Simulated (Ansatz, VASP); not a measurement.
# Cross-check of Ru2Au3 between VASP and Ansatz, part 2 of 2

One calculation is typed for both programs; each brings its own data sets and cutoff. How far apart do they land?

VASP 6.6.1 and Ansatz 0.2.0.

So far: Set-up; Ansatz: single point, PBE.

**3. VASP: single point, PBE**

Level of this step: PBE; plane waves and PAW (Au, Ru_pv) (VASP).

The same cell, functional, mesh and smearing now go to VASP, with its own data sets and cutoff.

Lines of VASP's logs that name or quote its potential files are left out, and so is its time.

File INCAR:

```
SYSTEM = Ru2Au3
PREC = Normal
ENCUT = 330
EDIFF = 1E-05
NELM = 120
ISMEAR = 0
SIGMA = 0.1
LREAL = Auto
ALGO = Fast
GGA = PE
NBANDS = 151
LORBIT = 11
LWAVE = .FALSE.
LCHARG = .FALSE.
KPAR = 2
NCORE = 4
ICORELEVEL = 1
ISIF = 0
LVHAR = .TRUE.
```

File POSCAR:

```
Ru2Au3
1.0
    5.8831284195      0.0000000000      0.0000000000
    0.0000000000      5.8831284195      0.0000000000
    0.0000000000      0.0000000000     22.3200000000
Au Ru
12 8
Direct
    0.0000000000      0.0000000000      0.6640575775
    0.5000000000      0.0000000000      0.6640575775
    0.0000000000      0.5000000000      0.6640575775
    0.5000000000      0.5000000000      0.6640575775
    0.0000000000      0.0000000000      0.5000000000
    0.5000000000      0.0000000000      0.5000000000
    0.0000000000      0.5000000000      0.5000000000
    0.5000000000      0.5000000000      0.5000000000
    0.0000000000      0.0000000000      0.3359424225
    0.5000000000      0.0000000000      0.3359424225
    0.0000000000      0.5000000000      0.3359424225
    0.5000000000      0.5000000000      0.3359424225
    0.2500000000      0.2500000000      0.5810740909
    0.7500000000      0.2500000000      0.5810740909
    0.2500000000      0.7500000000      0.5810740909
    0.7500000000      0.7500000000      0.5810740909
    0.2500000000      0.2500000000      0.4189259091
    0.7500000000      0.2500000000      0.4189259091
    0.2500000000      0.7500000000      0.4189259091
    0.7500000000      0.7500000000      0.4189259091
```

File KPOINTS:

```
Automatic mesh
0
Gamma
4 4 1
0 0 0
```

PAW data sets: Au and Ru_pv (PBE family, release 64).

On the command line:

```bash
mpirun -np 8 vasp_std
```

Numbers of over 12 decimals in the logs are rounded to 6 here.

Output:

```text
[banner, memory and clock lines left out]
running    8 mpi-ranks, on    1 nodes
 distrk:  each k-point on    4 cores,    2 groups
 distr:  one band on    4 cores,    1 groups

 POSCAR found type information on POSCAR AuRu
 POSCAR found :  2 types and      20 ions
 LDA part: xc-table for (Slater+PW92), standard interpolation
 POSCAR, INCAR and KPOINTS ok, starting setup
 FFT: planning ... GRIDC
 FFT: planning ... GRID_SOFT
 FFT: planning ... GRID
 WAVECAR not read
 entering main loop
       N       E                     dE             d eps       ncg     rms          rms(c)
DAV:   1     0.148343249568E+04    0.14834E+04   -0.10813E+05  2132   0.103E+03
DAV:   2    -0.442026683096E+02   -0.15276E+04   -0.14558E+04  2042   0.304E+02
DAV:   3    -0.107284299770E+03   -0.63082E+02   -0.59318E+02  2008   0.561E+01
DAV:   4    -0.108973438345E+03   -0.16891E+01   -0.16829E+01  2133   0.835E+00
DAV:   5    -0.109049330515E+03   -0.75892E-01   -0.75854E-01  2561   0.151E+00    0.377E+01
RMM:   6    -0.101604004866E+03    0.74453E+01   -0.34403E+01  1849   0.141E+01    0.259E+01
RMM:   7    -0.102867317841E+03   -0.12633E+01   -0.17160E+01  1854   0.108E+01    0.163E+01
RMM:   8    -0.998792410028E+02    0.29881E+01   -0.85021E+00  1906   0.733E+00    0.787E+00
RMM:   9    -0.992737545335E+02    0.60549E+00   -0.83829E-01  1853   0.210E+00    0.319E+00
RMM:  10    -0.991947587406E+02    0.78996E-01   -0.10831E-01  1905   0.766E-01    0.936E-01
RMM:  11    -0.991907382755E+02    0.40205E-02   -0.34052E-02  1945   0.396E-01    0.226E-01
RMM:  12    -0.991908843431E+02   -0.14607E-03   -0.65653E-03  1966   0.215E-01    0.184E-01
RMM:  13    -0.991905672640E+02    0.31708E-03   -0.13395E-03  2051   0.860E-02    0.646E-02
RMM:  14    -0.991906456173E+02   -0.78353E-04   -0.37528E-04  2021   0.378E-02    0.291E-02
RMM:  15    -0.991908030643E+02   -0.15745E-03   -0.82368E-05  1724   0.183E-02    0.169E-02
RMM:  16    -0.991909141982E+02   -0.11113E-03   -0.30301E-05  1374   0.121E-02    0.919E-03
RMM:  17    -0.991909687305E+02   -0.54532E-04   -0.98636E-06  1188   0.674E-03    0.409E-03
RMM:  18    -0.991910505752E+02   -0.81845E-04   -0.15150E-05  1229   0.784E-03    0.217E-03
RMM:  19    -0.991910578159E+02   -0.72406E-05   -0.27965E-06   955   0.351E-03
   1 F= -.99191058E+02 E0= -.99123251E+02  d E =-.135614E+00
```

From OUTCAR (step 3):

```text
ion  position               nearest neighbor table
   1  0.000  0.000  0.664-  13 2.79  14 2.79  15 2.79  16 2.79   2 2.94   3 2.94   3 2.94   2 2.94

  LATTYP: Found a simple tetragonal cell.
 ALAT       =     5.8831284195
 C/A-ratio  =     3.7938998452

 Subroutine GETGRP returns: Found 16 space group operations
 (whereof 16 operations were pure point group operations)

The static configuration has the point symmetry D_4h.

 Found      6 irreducible k-points:

   k-points           NKPTS =      6   k-points in BZ     NKDIM =      6   number of bands    NBANDS=    151

   dimension x,y,z NGX =    28 NGY =   28 NGZ =  100
   dimension x,y,z NGXF=    56 NGYF=   56 NGZF=  200

   ENCUT  =  330.0 eV  24.25 Ry    4.92 a.u.   8.71  8.71 33.06*2*pi/ulx,y,z

   NELECT =     244.0000    total number of electrons

 k-points in reciprocal lattice and weights: Automatic mesh
   0.00000000  0.00000000  0.00000000       0.062
   0.25000000  0.00000000  0.00000000       0.250
   0.50000000  0.00000000  0.00000000       0.125
   0.25000000  0.25000000  0.00000000       0.250
   0.50000000  0.25000000  0.00000000       0.250
   0.50000000  0.50000000  0.00000000       0.062

 the core state eigenenergies are
   1-  1s -80744.6162  2s -14240.8884  2p -12307.1008  3s  -3358.2242  3p  -2797.5963
       3d  -2199.8917  4s   -725.7341  4p   -541.9629  4d   -321.6384  4f    -77.0409
       5s   -103.9972  5p    -55.3024
   2-  1s -80744.6162  2s -14240.8884  2p -12307.1008  3s  -3358.2242  3p  -2797.5963
       3d  -2199.8917  4s   -725.7341  4p   -541.9629  4d   -321.6384  4f    -77.0409
       5s   -103.9972  5p    -55.3024
   3-  1s -80744.6162  2s -14240.8884  2p -12307.1008  3s  -3358.2242  3p  -2797.5963
       3d  -2199.8917  4s   -725.7341  4p   -541.9629  4d   -321.6384  4f    -77.0409
       5s   -103.9972  5p    -55.3024
   4-  1s -80744.6162  2s -14240.8884  2p -12307.1008  3s  -3358.2242  3p  -2797.5963
       3d  -2199.8917  4s   -725.7341  4p   -541.9629  4d   -321.6384  4f    -77.0409
       5s   -103.9972  5p    -55.3024
   5-  1s -80745.6097  2s -14241.9276  2p -12308.1384  3s  -3359.2484  3p  -2798.6201
       3d  -2200.9209  4s   -726.7354  4p   -542.9624  4d   -322.6377  4f    -78.0368
       5s   -104.9455  5p    -56.2111
   6-  1s -80745.6097  2s -14241.9276  2p -12308.1384  3s  -3359.2484  3p  -2798.6201
       3d  -2200.9209  4s   -726.7354  4p   -542.9624  4d   -322.6377  4f    -78.0368
       5s   -104.9455  5p    -56.2111
   7-  1s -80745.6097  2s -14241.9276  2p -12308.1384  3s  -3359.2484  3p  -2798.6201
       3d  -2200.9209  4s   -726.7354  4p   -542.9624  4d   -322.6377  4f    -78.0368
       5s   -104.9455  5p    -56.2111
   8-  1s -80745.6097  2s -14241.9276  2p -12308.1384  3s  -3359.2484  3p  -2798.6201
       3d  -2200.9209  4s   -726.7354  4p   -542.9624  4d   -322.6377  4f    -78.0368
       5s   -104.9455  5p    -56.2111
   9-  1s -80744.6162  2s -14240.8884  2p -12307.1008  3s  -3358.2242  3p  -2797.5963
       3d  -2199.8917  4s   -725.7341  4p   -541.9629  4d   -321.6384  4f    -77.0409
       5s   -103.9972  5p    -55.3024
  10-  1s -80744.6162  2s -14240.8884  2p -12307.1008  3s  -3358.2242  3p  -2797.5963
       3d  -2199.8917  4s   -725.7341  4p   -541.9629  4d   -321.6384  4f    -77.0409
       5s   -103.9972  5p    -55.3024
  11-  1s -80744.6162  2s -14240.8884  2p -12307.1008  3s  -3358.2242  3p  -2797.5963
       3d  -2199.8917  4s   -725.7341  4p   -541.9629  4d   -321.6384  4f    -77.0409
       5s   -103.9972  5p    -55.3024
  12-  1s -80744.6162  2s -14240.8884  2p -12307.1008  3s  -3358.2242  3p  -2797.5963
       3d  -2199.8917  4s   -725.7341  4p   -541.9629  4d   -321.6384  4f    -77.0409
       5s   -103.9972  5p    -55.3024
  13-  1s -21928.6073  2s  -3148.8626  2p  -2819.4051  3s   -550.5533  3p   -442.3254
       3d   -268.3120  4s    -71.1981
  14-  1s -21928.6073  2s  -3148.8626  2p  -2819.4051  3s   -550.5533  3p   -442.3254
       3d   -268.3120  4s    -71.1981
  15-  1s -21928.6073  2s  -3148.8626  2p  -2819.4051  3s   -550.5533  3p   -442.3254
       3d   -268.3120  4s    -71.1981
  16-  1s -21928.6073  2s  -3148.8626  2p  -2819.4051  3s   -550.5533  3p   -442.3254
       3d   -268.3120  4s    -71.1981
  17-  1s -21928.6073  2s  -3148.8626  2p  -2819.4051  3s   -550.5533  3p   -442.3254
       3d   -268.3120  4s    -71.1981
  18-  1s -21928.6073  2s  -3148.8626  2p  -2819.4051  3s   -550.5533  3p   -442.3254
       3d   -268.3120  4s    -71.1981
  19-  1s -21928.6073  2s  -3148.8626  2p  -2819.4051  3s   -550.5533  3p   -442.3254
       3d   -268.3120  4s    -71.1981
  20-  1s -21928.6073  2s  -3148.8626  2p  -2819.4051  3s   -550.5533  3p   -442.3254
       3d   -268.3120  4s    -71.1981

 E-fermi :   1.2865

 k-point     1 :       0.0000    0.0000    0.0000
  band No.  band energies     occupation
    ...
    113       0.9723      1.99999
    114       1.0091      1.99991
    115       1.0091      1.99991
    116       1.2392      1.49638
    117       1.2392      1.49638
    118       1.3946      0.12622
    119       1.4062      0.09043
    120       1.4062      0.09043
    121       1.4234      0.05287
    122       1.4234      0.05287
    ...

 k-point     2 :       0.2500    0.0000    0.0000
  band No.  band energies     occupation
    ...
    117       0.8997      2.00000
    118       0.9468      2.00000
    119       1.1061      1.98929
    120       1.2137      1.69657
    121       1.2868      0.99624
    122       1.3431      0.42354
    123       1.3806      0.18337
    124       1.5484      0.00021
    125       1.5919      0.00002
    126       1.6456      0.00000
    ...

 k-point     3 :       0.5000    0.0000    0.0000
  band No.  band energies     occupation
    ...
    120       0.8891      2.00000
    121       0.9034      2.00000
    122       0.9034      2.00000
    123       1.2405      1.48493
    124       1.2405      1.48493
    125       1.6241      0.00000
    126       1.6241      0.00000
    127       1.7342      0.00000
    128       1.7342      0.00000
    129       1.9279      0.00000
    ...

  energy-cutoff  :      330.00
  volume of cell :      772.52
      direct lattice vectors                 reciprocal lattice vectors
     5.883128420  0.000000000  0.000000000     0.169977592  0.000000000  0.000000000
     0.000000000  5.883128420  0.000000000     0.000000000  0.169977592  0.000000000
     0.000000000  0.000000000 22.320000000     0.000000000  0.000000000  0.044802867

 POSITION                                       TOTAL-FORCE (eV/Angst)
 -----------------------------------------------------------------------------------
      0.00000      0.00000     14.82177        -0.000000     -0.000000     -0.025231
      2.94156      0.00000     14.82177         0.000000     -0.000000     -0.025231
      0.00000      2.94156     14.82177        -0.000000      0.000000     -0.025231
      2.94156      2.94156     14.82177        -0.000000     -0.000000     -0.025231
      0.00000      0.00000     11.16000        -0.000000     -0.000000     -0.000000
      2.94156      0.00000     11.16000        -0.000000     -0.000000     -0.000000
      0.00000      2.94156     11.16000         0.000000     -0.000000     -0.000000
      2.94156      2.94156     11.16000         0.000000     -0.000000     -0.000000
      0.00000      0.00000      7.49823        -0.000000      0.000000      0.025231
      2.94156      0.00000      7.49823         0.000000      0.000000      0.025231
      0.00000      2.94156      7.49823         0.000000      0.000000      0.025231
      2.94156      2.94156      7.49823         0.000000     -0.000000      0.025231
      1.47078      1.47078     12.96957        -0.000000      0.000000      0.195299
      4.41235      1.47078     12.96957        -0.000000      0.000000      0.195299
      1.47078      4.41235     12.96957        -0.000000     -0.000000      0.195299
      4.41235      4.41235     12.96957         0.000000      0.000000      0.195299
      1.47078      1.47078      9.35043         0.000000     -0.000000     -0.195299
      4.41235      1.47078      9.35043         0.000000      0.000000     -0.195299
      1.47078      4.41235      9.35043        -0.000000      0.000000     -0.195299
      4.41235      4.41235      9.35043         0.000000     -0.000000     -0.195299
 -----------------------------------------------------------------------------------
    total drift:                                0.000000      0.000000      0.000000

  FREE ENERGIE OF THE ION-ELECTRON SYSTEM (eV)
  ---------------------------------------------------
  free  energy   TOTEN  =       -99.1910578159 eV

  energy  without entropy=      -99.0554441629  energy(sigma->0) =      -99.12325099

 total charge
# of ion       s       p       d       tot
------------------------------------------
    1        0.600   0.286   8.719   9.606
    2        0.600   0.286   8.719   9.606
    3        0.600   0.286   8.719   9.606
    4        0.600   0.286   8.719   9.606
    5        0.656   0.500   8.609   9.765
    6        0.656   0.500   8.609   9.765
    7        0.656   0.500   8.609   9.765
    8        0.656   0.500   8.609   9.765
    9        0.600   0.286   8.719   9.606
   10        0.600   0.286   8.719   9.606
   11        0.600   0.286   8.719   9.606
   12        0.600   0.286   8.719   9.606
   13        0.291   6.183   5.934  12.408
   14        0.291   6.183   5.934  12.408
   15        0.291   6.183   5.934  12.408
   16        0.291   6.183   5.934  12.408
   17        0.291   6.183   5.934  12.408
   18        0.291   6.183   5.934  12.408
   19        0.291   6.183   5.934  12.408
   20        0.291   6.183   5.934  12.408
--------------------------------------------------
tot          9.748  53.753 151.668 215.168

[... 3 further parts left out ...]
```

These are scalar-relativistic Kohn-Sham levels of the ground state, with no core hole, so they are not binding energies.

**4. Differences**

Known differences besides the potentials themselves: the data sets hold 356 valence electrons in Ansatz (default PAW (the set named soft_2) files) and 244 in VASP; the cutoff is 420 eV in Ansatz and 330 eV in VASP (PREC = Normal, projectors in real space); VASP leaves aspherical gradient terms in its spheres out (LASPH is not set), Ansatz keeps them. Total energies have different zeros and are not compared.

Forces on 7 of the 20 atoms, those with the largest forces and the largest differences (eV/Å; atoms numbered as in POSCAR):

```
atom        Ansatz x, y, z          VASP x, y, z
Ru14   0.000, 0.000, 0.205   0.000, 0.000, 0.195
Ru15   0.000, 0.000, 0.205   0.000, 0.000, 0.195
Ru16   0.000, 0.000, 0.205   0.000, 0.000, 0.195
Ru17  0.000, 0.000, -0.205  0.000, 0.000, -0.195
Ru18  0.000, 0.000, -0.205  0.000, 0.000, -0.195
Ru19  0.000, 0.000, -0.205  0.000, 0.000, -0.195
Ru20  0.000, 0.000, -0.205  0.000, 0.000, -0.195
```

The forces differ by 3.6 meV/Å r.m.s., which is 5.1 % of the r.m.s. force of 0.07 eV/Å (both taken over all components).

**5. Results**

| Item | Value |
| --- | --- |
| r.m.s. force difference (single point, PBE) | 3.6 meV/Å |

The r.m.s. force difference is 3.6 meV/Å (single point, PBE), within the 12 meV/Å picked in this series as the mark of a large difference. Such differences can come from data sets, numerical settings and the points named under the comparisons, not from the functional's error against experiment.

[Lines on the potential files, build, host, timing and source positions are cut from VASP's logs without a mark.]

[Logs are printed without paths, hosts, clocks, repeated set-up lines and the standing remarks that a program may print on its own settings, such as how far it seeks lower states.]

[Hosts, paths, dates, database ids (printed as entryN), source tags and the programs' standing remarks are cut or masked in the printed files.]
